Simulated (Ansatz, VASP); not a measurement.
# GaSb: VASP beside Ansatz, part 2 of 3

One calculation is typed for both programs; each brings its own data sets. How far apart do they land? The structure shown is the end of the Ansatz relaxation below.

VASP 6.6.1 and Ansatz 0.2.0.

So far: Starting point; Ansatz: relaxation, r2SCAN.

## (3) VASP: single point, r2SCAN

Level of this step: r2SCAN; plane waves and PAW (Ga_d, Sb) (VASP).

The same cell, functional, mesh and smearing now go to VASP, with its own data sets.

Lines of VASP's logs that name or quote its potential files are left out, and so is its time.

INCAR

```
SYSTEM = GaSb
PREC = Accurate
ENCUT = 550
EDIFF = 1E-06
NELM = 120
ISMEAR = 0
SIGMA = 0.02
LREAL = .FALSE.
ALGO = Normal
METAGGA = R2SCAN
LASPH = .TRUE.
NBANDS = 15
LORBIT = 11
LWAVE = .FALSE.
LCHARG = .FALSE.
ISIF = 2
ISYM = 2
GGA_COMPAT = .FALSE.
EFERMI = MIDGAP
LMIXTAU = .TRUE.
KPAR = 2
```

POSCAR

```
GaSb
1.0
   -0.0001123235      2.9610905367      2.9610905367
    2.9610905367     -0.0001123235      2.9610905367
    2.9610905367      2.9610905367     -0.0001123235
Ga Sb
1 1
Direct
    0.0000021558      0.0000021558      0.0000021558
    0.7499978442      0.7499978442      0.7499978442
```

KPOINTS

```
Points of the shifted mesh
1728
Reciprocal
 0.0416666667  0.0416666667  0.0416666667 1
 0.0416666667  0.0416666667  0.1250000000 1
 0.0416666667  0.0416666667  0.2083333333 1
 0.0416666667  0.0416666667  0.2916666667 1
 0.0416666667  0.0416666667  0.3750000000 1
 0.0416666667  0.0416666667  0.4583333333 1
 0.0416666667  0.0416666667  0.5416666667 1
 0.0416666667  0.0416666667  0.6250000000 1
 0.0416666667  0.0416666667  0.7083333333 1
 0.0416666667  0.0416666667  0.7916666667 1
 0.0416666667  0.0416666667  0.8750000000 1
 0.0416666667  0.0416666667  0.9583333333 1
 0.0416666667  0.1250000000  0.0416666667 1
 0.0416666667  0.1250000000  0.1250000000 1
 0.0416666667  0.1250000000  0.2083333333 1
 0.0416666667  0.1250000000  0.2916666667 1
 0.0416666667  0.1250000000  0.3750000000 1
 0.0416666667  0.1250000000  0.4583333333 1
 0.0416666667  0.1250000000  0.5416666667 1
 0.0416666667  0.1250000000  0.6250000000 1
 0.0416666667  0.1250000000  0.7083333333 1
 0.0416666667  0.1250000000  0.7916666667 1
 0.0416666667  0.1250000000  0.8750000000 1
 0.0416666667  0.1250000000  0.9583333333 1
 0.0416666667  0.2083333333  0.0416666667 1
 0.0416666667  0.2083333333  0.1250000000 1
 0.0416666667  0.2083333333  0.2083333333 1
 0.0416666667  0.2083333333  0.2916666667 1
 0.0416666667  0.2083333333  0.3750000000 1
 0.0416666667  0.2083333333  0.4583333333 1
 0.0416666667  0.2083333333  0.5416666667 1
 0.0416666667  0.2083333333  0.6250000000 1
 0.0416666667  0.2083333333  0.7083333333 1
 0.0416666667  0.2083333333  0.7916666667 1
 0.0416666667  0.2083333333  0.8750000000 1
 0.0416666667  0.2083333333  0.9583333333 1
 0.0416666667  0.2916666667  0.0416666667 1
 0.0416666667  0.2916666667  0.1250000000 1
 0.0416666667  0.2916666667  0.2083333333 1
 0.0416666667  0.2916666667  0.2916666667 1
 0.0416666667  0.2916666667  0.3750000000 1
 0.0416666667  0.2916666667  0.4583333333 1
 0.0416666667  0.2916666667  0.5416666667 1
 0.0416666667  0.2916666667  0.6250000000 1
 0.0416666667  0.2916666667  0.7083333333 1
 0.0416666667  0.2916666667  0.7916666667 1
 0.0416666667  0.2916666667  0.8750000000 1
 0.0416666667  0.2916666667  0.9583333333 1
 0.0416666667  0.3750000000  0.0416666667 1
 0.0416666667  0.3750000000  0.1250000000 1
 0.0416666667  0.3750000000  0.2083333333 1
 0.0416666667  0.3750000000  0.2916666667 1
 0.0416666667  0.3750000000  0.3750000000 1
 0.0416666667  0.3750000000  0.4583333333 1
 0.0416666667  0.3750000000  0.5416666667 1
 0.0416666667  0.3750000000  0.6250000000 1
 0.0416666667  0.3750000000  0.7083333333 1
 0.0416666667  0.3750000000  0.7916666667 1
 0.0416666667  0.3750000000  0.8750000000 1
 0.0416666667  0.3750000000  0.9583333333 1
 0.0416666667  0.4583333333  0.0416666667 1
 0.0416666667  0.4583333333  0.1250000000 1
 0.0416666667  0.4583333333  0.2083333333 1
 0.0416666667  0.4583333333  0.2916666667 1
 0.0416666667  0.4583333333  0.3750000000 1
 0.0416666667  0.4583333333  0.4583333333 1
 0.0416666667  0.4583333333  0.5416666667 1
 0.0416666667  0.4583333333  0.6250000000 1
 0.0416666667  0.4583333333  0.7083333333 1
 0.0416666667  0.4583333333  0.7916666667 1
 0.0416666667  0.4583333333  0.8750000000 1
 0.0416666667  0.4583333333  0.9583333333 1
 0.0416666667  0.5416666667  0.0416666667 1
 0.0416666667  0.5416666667  0.1250000000 1
 0.0416666667  0.5416666667  0.2083333333 1
 0.0416666667  0.5416666667  0.2916666667 1
 0.0416666667  0.5416666667  0.3750000000 1
 0.0416666667  0.5416666667  0.4583333333 1
 0.0416666667  0.5416666667  0.5416666667 1
 0.0416666667  0.5416666667  0.6250000000 1
 0.0416666667  0.5416666667  0.7083333333 1
 0.0416666667  0.5416666667  0.7916666667 1
 0.0416666667  0.5416666667  0.8750000000 1
 0.0416666667  0.5416666667  0.9583333333 1
 0.0416666667  0.6250000000  0.0416666667 1
 0.0416666667  0.6250000000  0.1250000000 1
 0.0416666667  0.6250000000  0.2083333333 1
 0.0416666667  0.6250000000  0.2916666667 1
 0.0416666667  0.6250000000  0.3750000000 1
 0.0416666667  0.6250000000  0.4583333333 1
 0.0416666667  0.6250000000  0.5416666667 1
 0.0416666667  0.6250000000  0.6250000000 1
 0.0416666667  0.6250000000  0.7083333333 1
 0.0416666667  0.6250000000  0.7916666667 1
 0.0416666667  0.6250000000  0.8750000000 1
 0.0416666667  0.6250000000  0.9583333333 1
 0.0416666667  0.7083333333  0.0416666667 1
 0.0416666667  0.7083333333  0.1250000000 1
 0.0416666667  0.7083333333  0.2083333333 1
 0.0416666667  0.7083333333  0.2916666667 1
 0.0416666667  0.7083333333  0.3750000000 1
 0.0416666667  0.7083333333  0.4583333333 1
 0.0416666667  0.7083333333  0.5416666667 1
 0.0416666667  0.7083333333  0.6250000000 1
 0.0416666667  0.7083333333  0.7083333333 1
 0.0416666667  0.7083333333  0.7916666667 1
 0.0416666667  0.7083333333  0.8750000000 1
 0.0416666667  0.7083333333  0.9583333333 1
 0.0416666667  0.7916666667  0.0416666667 1
 0.0416666667  0.7916666667  0.1250000000 1
 0.0416666667  0.7916666667  0.2083333333 1
 0.0416666667  0.7916666667  0.2916666667 1
[... 1390 lines left out ...]
 0.8750000000  0.4583333333  0.1250000000 1
 0.8750000000  0.4583333333  0.2083333333 1
 0.8750000000  0.4583333333  0.2916666667 1
 0.8750000000  0.4583333333  0.3750000000 1
 0.8750000000  0.4583333333  0.4583333333 1
 0.8750000000  0.4583333333  0.5416666667 1
 0.8750000000  0.4583333333  0.6250000000 1
 0.8750000000  0.4583333333  0.7083333333 1
 0.8750000000  0.4583333333  0.7916666667 1
 0.8750000000  0.4583333333  0.8750000000 1
 0.8750000000  0.4583333333  0.9583333333 1
 0.8750000000  0.5416666667  0.0416666667 1
 0.8750000000  0.5416666667  0.1250000000 1
 0.8750000000  0.5416666667  0.2083333333 1
 0.8750000000  0.5416666667  0.2916666667 1
 0.8750000000  0.5416666667  0.3750000000 1
 0.8750000000  0.5416666667  0.4583333333 1
 0.8750000000  0.5416666667  0.5416666667 1
 0.8750000000  0.5416666667  0.6250000000 1
 0.8750000000  0.5416666667  0.7083333333 1
 0.8750000000  0.5416666667  0.7916666667 1
 0.8750000000  0.5416666667  0.8750000000 1
 0.8750000000  0.5416666667  0.9583333333 1
 0.8750000000  0.6250000000  0.0416666667 1
 0.8750000000  0.6250000000  0.1250000000 1
 0.8750000000  0.6250000000  0.2083333333 1
 0.8750000000  0.6250000000  0.2916666667 1
 0.8750000000  0.6250000000  0.3750000000 1
 0.8750000000  0.6250000000  0.4583333333 1
 0.8750000000  0.6250000000  0.5416666667 1
 0.8750000000  0.6250000000  0.6250000000 1
 0.8750000000  0.6250000000  0.7083333333 1
 0.8750000000  0.6250000000  0.7916666667 1
 0.8750000000  0.6250000000  0.8750000000 1
 0.8750000000  0.6250000000  0.9583333333 1
 0.8750000000  0.7083333333  0.0416666667 1
 0.8750000000  0.7083333333  0.1250000000 1
 0.8750000000  0.7083333333  0.2083333333 1
 0.8750000000  0.7083333333  0.2916666667 1
 0.8750000000  0.7083333333  0.3750000000 1
 0.8750000000  0.7083333333  0.4583333333 1
 0.8750000000  0.7083333333  0.5416666667 1
 0.8750000000  0.7083333333  0.6250000000 1
 0.8750000000  0.7083333333  0.7083333333 1
 0.8750000000  0.7083333333  0.7916666667 1
 0.8750000000  0.7083333333  0.8750000000 1
 0.8750000000  0.7083333333  0.9583333333 1
 0.8750000000  0.7916666667  0.0416666667 1
 0.8750000000  0.7916666667  0.1250000000 1
 0.8750000000  0.7916666667  0.2083333333 1
 0.8750000000  0.7916666667  0.2916666667 1
 0.8750000000  0.7916666667  0.3750000000 1
 0.8750000000  0.7916666667  0.4583333333 1
 0.8750000000  0.7916666667  0.5416666667 1
 0.8750000000  0.7916666667  0.6250000000 1
 0.8750000000  0.7916666667  0.7083333333 1
 0.8750000000  0.7916666667  0.7916666667 1
 0.8750000000  0.7916666667  0.8750000000 1
 0.8750000000  0.7916666667  0.9583333333 1
 0.8750000000  0.8750000000  0.0416666667 1
 0.8750000000  0.8750000000  0.1250000000 1
 0.8750000000  0.8750000000  0.2083333333 1
 0.8750000000  0.8750000000  0.2916666667 1
 0.8750000000  0.8750000000  0.3750000000 1
 0.8750000000  0.8750000000  0.4583333333 1
 0.8750000000  0.8750000000  0.5416666667 1
 0.8750000000  0.8750000000  0.6250000000 1
 0.8750000000  0.8750000000  0.7083333333 1
 0.8750000000  0.8750000000  0.7916666667 1
 0.8750000000  0.8750000000  0.8750000000 1
 0.8750000000  0.8750000000  0.9583333333 1
 0.8750000000  0.9583333333  0.0416666667 1
 0.8750000000  0.9583333333  0.1250000000 1
 0.8750000000  0.9583333333  0.2083333333 1
 0.8750000000  0.9583333333  0.2916666667 1
 0.8750000000  0.9583333333  0.3750000000 1
 0.8750000000  0.9583333333  0.4583333333 1
 0.8750000000  0.9583333333  0.5416666667 1
 0.8750000000  0.9583333333  0.6250000000 1
 0.8750000000  0.9583333333  0.7083333333 1
 0.8750000000  0.9583333333  0.7916666667 1
 0.8750000000  0.9583333333  0.8750000000 1
 0.8750000000  0.9583333333  0.9583333333 1
 0.9583333333  0.0416666667  0.0416666667 1
 0.9583333333  0.0416666667  0.1250000000 1
 0.9583333333  0.0416666667  0.2083333333 1
 0.9583333333  0.0416666667  0.2916666667 1
 0.9583333333  0.0416666667  0.3750000000 1
 0.9583333333  0.0416666667  0.4583333333 1
 0.9583333333  0.0416666667  0.5416666667 1
 0.9583333333  0.0416666667  0.6250000000 1
 0.9583333333  0.0416666667  0.7083333333 1
 0.9583333333  0.0416666667  0.7916666667 1
 0.9583333333  0.0416666667  0.8750000000 1
 0.9583333333  0.0416666667  0.9583333333 1
 0.9583333333  0.1250000000  0.0416666667 1
 0.9583333333  0.1250000000  0.1250000000 1
 0.9583333333  0.1250000000  0.2083333333 1
 0.9583333333  0.1250000000  0.2916666667 1
 0.9583333333  0.1250000000  0.3750000000 1
 0.9583333333  0.1250000000  0.4583333333 1
 0.9583333333  0.1250000000  0.5416666667 1
 0.9583333333  0.1250000000  0.6250000000 1
 0.9583333333  0.1250000000  0.7083333333 1
 0.9583333333  0.1250000000  0.7916666667 1
 0.9583333333  0.1250000000  0.8750000000 1
 0.9583333333  0.1250000000  0.9583333333 1
 0.9583333333  0.2083333333  0.0416666667 1
 0.9583333333  0.2083333333  0.1250000000 1
 0.9583333333  0.2083333333  0.2083333333 1
 0.9583333333  0.2083333333  0.2916666667 1
 0.9583333333  0.2083333333  0.3750000000 1
 0.9583333333  0.2083333333  0.4583333333 1
 0.9583333333  0.2083333333  0.5416666667 1
 0.9583333333  0.2083333333  0.6250000000 1
 0.9583333333  0.2083333333  0.7083333333 1
 0.9583333333  0.2083333333  0.7916666667 1
 0.9583333333  0.2083333333  0.8750000000 1
 0.9583333333  0.2083333333  0.9583333333 1
 0.9583333333  0.2916666667  0.0416666667 1
 0.9583333333  0.2916666667  0.1250000000 1
 0.9583333333  0.2916666667  0.2083333333 1
 0.9583333333  0.2916666667  0.2916666667 1
 0.9583333333  0.2916666667  0.3750000000 1
 0.9583333333  0.2916666667  0.4583333333 1
 0.9583333333  0.2916666667  0.5416666667 1
 0.9583333333  0.2916666667  0.6250000000 1
 0.9583333333  0.2916666667  0.7083333333 1
 0.9583333333  0.2916666667  0.7916666667 1
 0.9583333333  0.2916666667  0.8750000000 1
 0.9583333333  0.2916666667  0.9583333333 1
 0.9583333333  0.3750000000  0.0416666667 1
 0.9583333333  0.3750000000  0.1250000000 1
 0.9583333333  0.3750000000  0.2083333333 1
 0.9583333333  0.3750000000  0.2916666667 1
 0.9583333333  0.3750000000  0.3750000000 1
 0.9583333333  0.3750000000  0.4583333333 1
 0.9583333333  0.3750000000  0.5416666667 1
 0.9583333333  0.3750000000  0.6250000000 1
 0.9583333333  0.3750000000  0.7083333333 1
 0.9583333333  0.3750000000  0.7916666667 1
 0.9583333333  0.3750000000  0.8750000000 1
 0.9583333333  0.3750000000  0.9583333333 1
 0.9583333333  0.4583333333  0.0416666667 1
 0.9583333333  0.4583333333  0.1250000000 1
 0.9583333333  0.4583333333  0.2083333333 1
 0.9583333333  0.4583333333  0.2916666667 1
 0.9583333333  0.4583333333  0.3750000000 1
 0.9583333333  0.4583333333  0.4583333333 1
 0.9583333333  0.4583333333  0.5416666667 1
 0.9583333333  0.4583333333  0.6250000000 1
 0.9583333333  0.4583333333  0.7083333333 1
 0.9583333333  0.4583333333  0.7916666667 1
 0.9583333333  0.4583333333  0.8750000000 1
 0.9583333333  0.4583333333  0.9583333333 1
 0.9583333333  0.5416666667  0.0416666667 1
 0.9583333333  0.5416666667  0.1250000000 1
 0.9583333333  0.5416666667  0.2083333333 1
 0.9583333333  0.5416666667  0.2916666667 1
 0.9583333333  0.5416666667  0.3750000000 1
 0.9583333333  0.5416666667  0.4583333333 1
 0.9583333333  0.5416666667  0.5416666667 1
 0.9583333333  0.5416666667  0.6250000000 1
 0.9583333333  0.5416666667  0.7083333333 1
 0.9583333333  0.5416666667  0.7916666667 1
 0.9583333333  0.5416666667  0.8750000000 1
 0.9583333333  0.5416666667  0.9583333333 1
 0.9583333333  0.6250000000  0.0416666667 1
 0.9583333333  0.6250000000  0.1250000000 1
 0.9583333333  0.6250000000  0.2083333333 1
 0.9583333333  0.6250000000  0.2916666667 1
 0.9583333333  0.6250000000  0.3750000000 1
 0.9583333333  0.6250000000  0.4583333333 1
 0.9583333333  0.6250000000  0.5416666667 1
 0.9583333333  0.6250000000  0.6250000000 1
 0.9583333333  0.6250000000  0.7083333333 1
 0.9583333333  0.6250000000  0.7916666667 1
 0.9583333333  0.6250000000  0.8750000000 1
 0.9583333333  0.6250000000  0.9583333333 1
 0.9583333333  0.7083333333  0.0416666667 1
 0.9583333333  0.7083333333  0.1250000000 1
 0.9583333333  0.7083333333  0.2083333333 1
 0.9583333333  0.7083333333  0.2916666667 1
 0.9583333333  0.7083333333  0.3750000000 1
 0.9583333333  0.7083333333  0.4583333333 1
 0.9583333333  0.7083333333  0.5416666667 1
 0.9583333333  0.7083333333  0.6250000000 1
 0.9583333333  0.7083333333  0.7083333333 1
 0.9583333333  0.7083333333  0.7916666667 1
 0.9583333333  0.7083333333  0.8750000000 1
 0.9583333333  0.7083333333  0.9583333333 1
 0.9583333333  0.7916666667  0.0416666667 1
 0.9583333333  0.7916666667  0.1250000000 1
 0.9583333333  0.7916666667  0.2083333333 1
 0.9583333333  0.7916666667  0.2916666667 1
 0.9583333333  0.7916666667  0.3750000000 1
 0.9583333333  0.7916666667  0.4583333333 1
 0.9583333333  0.7916666667  0.5416666667 1
 0.9583333333  0.7916666667  0.6250000000 1
 0.9583333333  0.7916666667  0.7083333333 1
 0.9583333333  0.7916666667  0.7916666667 1
 0.9583333333  0.7916666667  0.8750000000 1
 0.9583333333  0.7916666667  0.9583333333 1
 0.9583333333  0.8750000000  0.0416666667 1
 0.9583333333  0.8750000000  0.1250000000 1
 0.9583333333  0.8750000000  0.2083333333 1
 0.9583333333  0.8750000000  0.2916666667 1
 0.9583333333  0.8750000000  0.3750000000 1
 0.9583333333  0.8750000000  0.4583333333 1
 0.9583333333  0.8750000000  0.5416666667 1
 0.9583333333  0.8750000000  0.6250000000 1
 0.9583333333  0.8750000000  0.7083333333 1
 0.9583333333  0.8750000000  0.7916666667 1
 0.9583333333  0.8750000000  0.8750000000 1
 0.9583333333  0.8750000000  0.9583333333 1
 0.9583333333  0.9583333333  0.0416666667 1
 0.9583333333  0.9583333333  0.1250000000 1
 0.9583333333  0.9583333333  0.2083333333 1
 0.9583333333  0.9583333333  0.2916666667 1
 0.9583333333  0.9583333333  0.3750000000 1
 0.9583333333  0.9583333333  0.4583333333 1
 0.9583333333  0.9583333333  0.5416666667 1
 0.9583333333  0.9583333333  0.6250000000 1
 0.9583333333  0.9583333333  0.7083333333 1
 0.9583333333  0.9583333333  0.7916666667 1
 0.9583333333  0.9583333333  0.8750000000 1
 0.9583333333  0.9583333333  0.9583333333 1
```

Potentials, in the order of the species: Ga_d and Sb (PBE family, release 64).

Run with:

```console
$ mpirun -np 2 vasp_std
```

Output:

```text
[banner, memory and clock lines left out]
running    2 mpi-ranks, on    1 nodes
 distrk:  each k-point on    1 cores,    2 groups
 distr:  one band on    1 cores,    1 groups

 POSCAR found type information on POSCAR GaSb
 POSCAR found :  2 types and       2 ions
|                                                                             |
|               ----> ADVICE to this user running VASP <----                  |
|                                                                             |
|     You enforced a specific xc type in the INCAR file but a different       |
|     [... a line on the potential file left out ...]
|     I HOPE YOU KNOW WHAT YOU ARE DOING!                                     |
|                                                                             |

 LDA part: xc-table for (None), standard interpolation
 POSCAR, INCAR and KPOINTS ok, starting setup
 FFT: planning ... GRIDC
 FFT: planning ... GRID_SOFT
 FFT: planning ... GRID
 WAVECAR not read
 entering main loop
       N       E                     dE             d eps       ncg     rms          rms(c)
DAV:   1     0.553478844614E+02    0.55348E+02   -0.92729E+03 52590   0.164E+03
DAV:   2    -0.325292920594E+02   -0.87877E+02   -0.84635E+02 60317   0.331E+02
DAV:   3    -0.391513545225E+02   -0.66221E+01   -0.66022E+01 62004   0.721E+01
DAV:   4    -0.392667498042E+02   -0.11540E+00   -0.11537E+00 64055   0.106E+01
DAV:   5    -0.392692776775E+02   -0.25279E-02   -0.25278E-02 66065   0.140E+00    0.327E+00
DAV:   6    -0.374508812365E+02    0.18184E+01   -0.36740E-01 57146   0.101E+01    0.227E+00
DAV:   7    -0.376627337434E+02   -0.21185E+00   -0.32844E-01 59484   0.746E+00    0.684E-01
DAV:   8    -0.374656058557E+02    0.19713E+00   -0.19071E-01 52302   0.509E+00    0.259E-01
DAV:   9    -0.374858503745E+02   -0.20245E-01   -0.15323E-02 61304   0.104E+00    0.287E-01
DAV:  10    -0.374287026943E+02    0.57148E-01   -0.61909E-02 53849   0.208E+00    0.526E-01
DAV:  11    -0.374847933928E+02   -0.56091E-01   -0.33588E-02 51959   0.155E+00    0.405E-02
DAV:  12    -0.374853847366E+02   -0.59134E-03   -0.75602E-04 68759   0.201E-01    0.260E-02
DAV:  13    -0.374867780355E+02   -0.13933E-02   -0.62551E-04 56117   0.211E-01    0.140E-02
DAV:  14    -0.374868046220E+02   -0.26587E-04   -0.15764E-04 71006   0.112E-01    0.583E-03
DAV:  15    -0.374868040756E+02    0.54635E-06   -0.18028E-05 57613   0.675E-02    0.228E-03
DAV:  16    -0.374868533391E+02   -0.49263E-04   -0.28981E-05 54444   0.449E-02    0.106E-03
DAV:  17    -0.374868537282E+02   -0.38909E-06   -0.17491E-06 67305   0.163E-02
   1 F= -.37486854E+02 E0= -.37486854E+02  d E =0.000000E+00
```

(Part 2 of 3 ends here.)

[Lines on the potential files, build, host, timing and source positions are cut from VASP's logs without a mark.]

[Logs are printed without paths, hosts, clocks, repeated set-up lines and the standing remarks that a program may print on its own settings, such as how far it seeks lower states.]

[Hosts, paths, dates, database ids (printed as entryN), source tags and the programs' standing remarks are cut or masked in the printed files.]
